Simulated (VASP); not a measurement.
Wanted: the native input for a VASP 6.6.1 run.

| Quantity | Value |
| --- | --- |
| Task | relaxation of cell and atoms |
| Functional | PBE |
| Potentials or basis | VASP PAW PBE potentials, release 64 (Sn_d, P) |
| Cutoff | 520 eV |
| k mesh | 2 × 4 × 4 |
| Occupations | gaussian, width 0.15 eV |
| Spin | no spin polarisation |
| Further INCAR settings | PREC = Normal; LREAL = Auto; ALGO = Fast; EDIFF = 1e-05; ISYM = 0; IBRION = 2; EDIFFG = -0.03; NSW = 110; ISIF = 3 |

The structure of Sn3P2 lies in POSCAR:

```
Sn3P2
1.0
    4.0066959900      2.9914528900     17.2410324900
   -2.1164004800      1.5507944200      8.6397052700
   -0.0088359800     -2.0098327100      8.4887694800
Sn P
6 4
Direct
    0.1133358200      0.1872800600      0.2303632300
    0.6178041300      0.1998128800      0.2116480000
    0.3875244300      0.8058029600      0.7723513400
    0.8889837900      0.7743076100      0.8078511600
    0.5031517600      0.9847432600      0.0214484100
    0.9915649200      0.9969894700      0.0137042900
    0.3007143000      0.6103057500      0.5899575000
    0.7937985200      0.6141348600      0.5973447400
    0.1970995800      0.3989769600      0.3990062600
    0.7075838300      0.3872246700      0.3878786100
```

The cell was built by a generator and needn't be a form met in nature.

The input as run:

INCAR

```
SYSTEM = Sn3P2
ALGO     = Fast           ! electronic algorithm
EDIFF    = 1E-5           ! SCF threshold, eV
EDIFFG   = -0.03          ! ionic threshold
ENCUT    = 520            ! plane-wave cutoff, eV
GGA      = PE             ! functional
IBRION   = 2              ! ionic algorithm
ISIF     = 3              ! what is computed and relaxed
ISMEAR   = 0              ! smearing method
ISYM     = 0            
KPAR     = 4            
LASPH    = .TRUE.         ! aspherical terms in the spheres
LCHARG   = .FALSE.        ! write CHGCAR
LREAL    = Auto         
LWAVE    = .FALSE.        ! write WAVECAR
NELM     = 80             ! most SCF steps
NSW      = 110            ! ionic steps
PREC     = Normal         ! precision mode
SIGMA    = 0.15           ! smearing width, eV
```

KPOINTS

```
k-points
0
G
  2 4 4
  0 0 0
```

Potentials or basis: VASP PAW PBE potentials, release 64 (Sn_d, P).

The run is started by

```sh
$ cat potpaw_PBE.64/Sn_d/POTCAR potpaw_PBE.64/P/POTCAR > POTCAR
$ mpirun -np 4 vasp_std > vasp.out
```

Results of the run:

| Quantity | Value |
| --- | --- |
| Relaxed volume | 24.42 Å³/atom |
| Relaxed cell | a = 17.526 Å, b = 8.765 Å, c = 8.760 Å, α = 26.96°, β = 26.99°, γ = 26.97° |
| Space group after relaxing (to 0.05 Å) | R-3m (No. 166) |
| Energy gained by relaxing | 38.3 meV/atom |
| Ionic steps | 17 |
| Pressure after relaxing | 0.1 GPa |
| Largest force after relaxing | 0.027 eV/Å |
| Band gap on the k mesh | none (metal or under the smearing width) |

Caveat: the k mesh is coarse (spacing up to 0.45 Å⁻¹), so the values aren't converged.

Run time: 60 min on 4 MPI ranks on Intel(R) Xeon(R) Platinum 8259CL CPU @ 2.50GHz (Skylake/Cascade Lake), with other jobs on the host, peak memory 0.74 GiB a rank.
